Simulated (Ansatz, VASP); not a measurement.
Given: the input of a run of Ansatz 0.2.0 on La3Zr.

input.yaml

```yaml
crystal:
  lattice:
    - [4.9691207298, 0.0, 0.0]
    - [0.0, 4.9691207298, 0.0]
    - [0.0, 0.0, 4.9691207298]
  atoms:
    - { symbol: La, position: [0.5, 0.5, 0.0] }
    - { symbol: La, position: [0.5, 0.0, 0.5] }
    - { symbol: La, position: [0.0, 0.5, 0.5] }
    - { symbol: Zr, position: [0.0, 0.0, 0.0] }
hamiltonian:
  xc: pbe
  pseudopotentials: { kind: paw }
kpoints:
  mp_grid: { grid: [5, 5, 5] }
scf:
  occupations: { method: fermi_dirac, width: 0.05 }
output:
  forces: true
  stress: true
  eigenvalues: true
```

Potentials or basis: Ansatz PAW.

Run with:

```console
$ ansatz run input.yaml --threads 2 --pin off --max-ram 5120MiB --backend cpu --events-out ev --progress --plain --runs-dir out
```

Problem. Translate it to VASP 6.6.1. Potentials there: VASP PAW PBE potentials, release 64 (La, Zr_sv).

Solution. As run (the cutoff follows the program's own potentials):

Contents of INCAR:

```
PREC     = Accurate       # precision mode
ENCUT    = 520            # plane-wave cutoff, eV
EDIFF    = 1E-7           # SCF threshold, eV
ISMEAR   = -1             # smearing method
SIGMA    = 0.05           # smearing width, eV
LREAL    = F              # projectors in reciprocal space
LASPH    = T              # aspherical terms in the spheres
NELM     = 60             # most SCF steps
ALGO     = Normal         # electronic algorithm
ISIF     = 2              # what is computed and relaxed
LWAVE    = F              # write WAVECAR
LCHARG   = F              # write CHGCAR
GGA      = PE             # functional
NBANDS   = 30             # bands
```

Contents of KPOINTS:

```
Automatic mesh
0
Gamma
  5 5 5
```

Contents of POSCAR:

```
La3Zr
1.0
    4.9691207298      0.0000000000      0.0000000000
    0.0000000000      4.9691207298      0.0000000000
    0.0000000000      0.0000000000      4.9691207298
La Zr
3 1
Direct
    0.5000000000      0.5000000000      0.0000000000
    0.5000000000      0.0000000000      0.5000000000
    0.0000000000      0.5000000000      0.5000000000
    0.0000000000      0.0000000000      0.0000000000
```

Potentials or basis: VASP PAW PBE potentials, release 64 (La, Zr_sv).

Launch:

```sh
$ cat potpaw_PBE.64/La/POTCAR potpaw_PBE.64/Zr_sv/POTCAR > POTCAR
$ mpirun -np 1 vasp_std > vasp.out
```

Both were run:

|  | VASP | Ansatz | Ansatz less VASP |
| --- | --- | --- | --- |
| gap on the k mesh at the Fermi level (eV) | none | none | - |
| pressure (GPa) | 2.4 | 2.3 | -0.07 |

A gap of «none» marks a metal or a gap that the smearing closes.

The runs have no spin-orbit coupling, so splittings on La are missing.
